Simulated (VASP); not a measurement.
The system is Al2GaP3.

```
Al Ga P
1.0
     4.10856    0.00000    0.00000
    -2.05428    3.55812    0.00000
     0.00000    0.00000    7.96881
Al Ga P
2 1 3
Direct
  0.00000 0.00000 0.75982
  0.00000 0.00000 0.24018
  0.00000 0.00000 0.00000
  0.00000 0.00000 0.50000
  0.33333 0.66667 0.00000
  0.66667 0.33333 0.00000
```

The cell was built by a generator and needn't be a form met in nature.

```yaml
Program: VASP 6.6.1
Task: relaxation of cell and atoms
Functional: PBE
Potentials_or_basis: VASP PAW PBE potentials, release 64 (Al, Ga_d, P)
Cutoff: 520 eV
k_mesh: 4 × 4 × 2
Occupations: gaussian, width 0.15 eV
Spin: no spin polarisation
```

At the start: pressure 34.4 GPa; volume 19.42 Å³/atom.

Q: Where does the relaxation end?

A: Over 11 steps the energy falls by 893.0 meV/atom and the volume is 28.30 Å³/atom (+45.7 %); space group P6/mmm (No. 191, to 0.05 Å).

Step by step:
```
step  energy change (eV)  largest force (eV/Å)  pressure (GPa)  volume (Å³)
   1              0.0000                8.0431           34.43       116.49
   2             -4.6574                0.1448           -2.87       199.58
   3             -5.1764                0.8705            3.06       158.65
   4             -5.1785                0.8252            1.02       167.33
   5             -5.1908                0.8551            1.66       163.95
   6             -5.1914                0.8611            2.00       162.90
   7             -5.3091                0.3116           -0.37       170.73
   8             -5.3158                0.1612           -1.12       173.16
   9             -5.3521                0.1686           -0.32       171.35
  10             -5.3522                0.1732           -0.34       171.35
  11             -5.3578                0.0646            0.07       169.77
```

Final structure:
```xyz
6
Lattice="4.5522 0.0000 0.0000 -2.2761 3.9423 0.0000 0.0000 0.0000 9.4603" Properties=species:S:1:pos:R:3 pbc="T T T"
Al    0.0000    0.0000    6.9392
Al    0.0000    0.0000    2.5211
Ga    0.0000    0.0000    0.0000
P     0.0000    0.0000    4.7302
P     0.0000    2.6282    0.0000
P     2.2761    1.3141    0.0000
```

Caveat: the k mesh is coarse (spacing up to 0.44 Å⁻¹), so the values aren't converged; the volume moved by over 15 % at a fixed basis, so the end points are rough.
